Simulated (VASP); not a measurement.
```xyz
2
Lattice="3.0030 0.0000 0.0000 0.0000 3.0030 0.0000 0.0000 0.0000 3.0030" Properties=species:S:1:pos:R:3 pbc="T T T"
Ni     0.0000     0.0000     0.0000
P      1.5015     1.5015     1.5015
```
Starting moments (μB, in the order of the record's atoms Ni P): 2.0 0.0.

Level of theory: r2SCAN meta-GGA, VASP's PBE PAW potentials (set 64) (plane waves; VASP). Settings: 400 eV cut-off, 11×11×11 Γ-centred mesh, first-order Methfessel-Paxton smearing of 0.10 eV, potentials Ni P.

Energy and stress use the plane-wave basis of the starting cell.

**Question.** The ions, cell shape and volume are relaxed. What does this cell relax into?

**Answer.** 
```xyz
2
Lattice="2.8656 0.0000 0.0000 0.0000 2.8656 0.0000 0.0000 0.0000 2.8656" Properties=species:S:1:pos:R:3 pbc="T T T"
Ni     0.0000     0.0000     0.0000
P      1.4328     1.4328     1.4328
```
Space group Pm-3m (221), at a tolerance of 0.03 Å. The cell ends with 0.00 μB, on the sites 0.00 0.00 μB.

**Question.** How do energy and volume change from the first to the last step?

**Answer.** The energy (σ→0) changes by -111.1 meV/atom and the volume by -13.1 %, in 6 ionic steps.

The structure was generated: NiP was put into the CsCl type type (Pm-3m), which need not be its known phase. This run relaxes it. Symmetry was kept, so distortions that lower it aren't found.
